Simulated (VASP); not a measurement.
Computed with PBE GGA, VASP's PBE PAW potentials (set 64) (plane waves; VASP).

VASP input:

INCAR:
```
ALGO = Normal
EDIFF = 1E-8
ENCUT = 500
GGA = PE
ISMEAR = 0
LASPH = .TRUE.
LCHARG = .FALSE.
LREAL = .FALSE.
LWAVE = .TRUE.
NELM = 100
PREC = Normal
SIGMA = 0.01
SYSTEM = CdSe
```

### POSCAR
```
CdSe
1
    0.0000000000     3.0250000000     3.0250000000
    3.0250000000     0.0000000000     3.0250000000
    3.0250000000     3.0250000000     0.0000000000
Cd Se
1 1
Direct
  0.0000000000   0.0000000000   0.0000000000
  0.2500000000   0.2500000000   0.2500000000
```

File KPOINTS:
```
Automatic mesh
0
Gamma
6 6 6
0 0 0
```

POTCAR, in this order: Cd_sv_GW Se_GW (PBE.64 set). Program: vasp_std.

The run wrote:

### OSZICAR
```
       N       E                     dE             d eps       ncg     rms          rms(c)
DAV:   1     0.379439668291E+03    0.37944E+03   -0.14633E+04   616   0.179E+03
DAV:   2     0.396921396047E+02   -0.33975E+03   -0.32894E+03   556   0.654E+02
DAV:   3    -0.444618254674E+01   -0.44138E+02   -0.43672E+02   814   0.232E+02
DAV:   4    -0.582271359223E+01   -0.13765E+01   -0.13746E+01   648   0.438E+01
DAV:   5    -0.588997938441E+01   -0.67266E-01   -0.67261E-01   877   0.111E+01    0.215E+01
DAV:   6    -0.552961153777E+01    0.36037E+00   -0.96518E-01   845   0.180E+01    0.154E+01
DAV:   7    -0.552187685561E+01    0.77347E-02   -0.48510E-01   830   0.667E+00    0.301E+00
DAV:   8    -0.550988346408E+01    0.11993E-01   -0.56730E-02   797   0.269E+00    0.254E-01
DAV:   9    -0.550966505947E+01    0.21840E-03   -0.62720E-03   630   0.119E+00    0.780E-02
DAV:  10    -0.550973840350E+01   -0.73344E-04   -0.30083E-04   742   0.279E-01    0.466E-02
DAV:  11    -0.550975581548E+01   -0.17412E-04   -0.53590E-05   821   0.148E-01    0.830E-03
DAV:  12    -0.550975697178E+01   -0.11563E-05   -0.52761E-06   730   0.421E-02    0.935E-03
DAV:  13    -0.550975716131E+01   -0.18952E-06   -0.57454E-07   755   0.531E-03    0.122E-03
DAV:  14    -0.550975721272E+01   -0.51416E-07   -0.23347E-08   638   0.154E-03    0.346E-04
DAV:  15    -0.550975723140E+01   -0.18676E-07   -0.50135E-09   442   0.681E-04    0.750E-05
DAV:  16    -0.550975723431E+01   -0.29113E-08   -0.38451E-10   323   0.481E-04
   1 F= -.55097572E+01 E0= -.55097572E+01  d E =-.807507E-51
```

**OUTCAR**
```
------------------------ aborting loop because EDIFF is reached ----------------------------------------
  FORCE on cell =-STRESS in cart. coord.  units (eV):
  Direction    XX          YY          ZZ          XY          YZ          ZX
  --------------------------------------------------------------------------------------
  Total        0.9066600      0.9066600      0.9066600     -0.0000000     -0.0000000      0.0000000
  in kB       26.2390991     26.2390991     26.2390991     -0.0000000     -0.0000000      0.0000000
  external PRESSURE =      26.2390991 kB  Pullay stress =       0.0000000 kB
  volume of cell :       55.36
      direct lattice vectors                 reciprocal lattice vectors
     0.000000000  3.025000000  3.025000000    -0.165289256  0.165289256  0.165289256
     3.025000000  0.000000000  3.025000000     0.165289256 -0.165289256  0.165289256
     3.025000000  3.025000000  0.000000000     0.165289256  0.165289256 -0.165289256
  FREE ENERGIE OF THE ION-ELECTRON SYSTEM (eV)
  ---------------------------------------------------
  free  energy   TOTEN  =        -5.5097572343 eV

  energy  without entropy=       -5.5097572343  energy(sigma->0) =       -5.50975723
```
(Selected blocks of OUTCAR.)

### OUTCAR
```
 val. band max:        2.4561134377   @ k =   0.0000   0.0000   0.0000

 cond. band min:       3.0852478447   @ k =   0.0000   0.0000   0.0000


 Fermi energy:         2.5601284442

 k-point     1 :       0.0000    0.0000    0.0000
  band No.  band energies     occupation
      1     -99.2273      2.00000
      2     -60.2967      2.00000
      3     -60.2967      2.00000
      4     -60.2967      2.00000
      5     -10.2257      2.00000
      6      -5.5330      2.00000
      7      -5.5330      2.00000
      8      -5.5330      2.00000
      9      -5.1408      2.00000
     10      -5.1408      2.00000
     11       2.4561      2.00000
     12       2.4561      2.00000
     13       2.4561      2.00000
     14       3.0852      0.00000
     15       8.3963      0.00000
     16       8.3963      0.00000
     17       8.3963      0.00000

 k-point     2 :       0.1667    0.0000    0.0000
  band No.  band energies     occupation
      1     -99.2273      2.00000
      2     -60.2969      2.00000
      3     -60.2969      2.00000
      4     -60.2964      2.00000
      5     -10.1297      2.00000
      6      -5.5030      2.00000
      7      -5.5029      2.00000
      8      -5.4432      2.00000
      9      -5.1418      2.00000
     10      -5.1418      2.00000
     11       0.7327      2.00000
     12       2.2398      2.00000
     13       2.2398      2.00000
     14       4.3950      0.00000
     15       8.1660      0.00000
     16       8.7258      0.00000
     17       8.7258      0.00000

 k-point     3 :       0.3333    0.0000    0.0000
  band No.  band energies     occupation
      1     -99.2272      2.00000
      2     -60.2970      2.00000
      3     -60.2967      2.00000
      4     -60.2967      2.00000
      5      -9.9347      2.00000
      6      -5.4527      2.00000
      7      -5.4527      2.00000
      8      -5.1312      2.00000
      9      -5.1305      2.00000
     10      -5.1305      2.00000
     11      -1.1245      2.00000
...
```

The compound is CdSe in the zinc blende structure, whereas wurtzite is the usual form. The cell was not relaxed at this level.
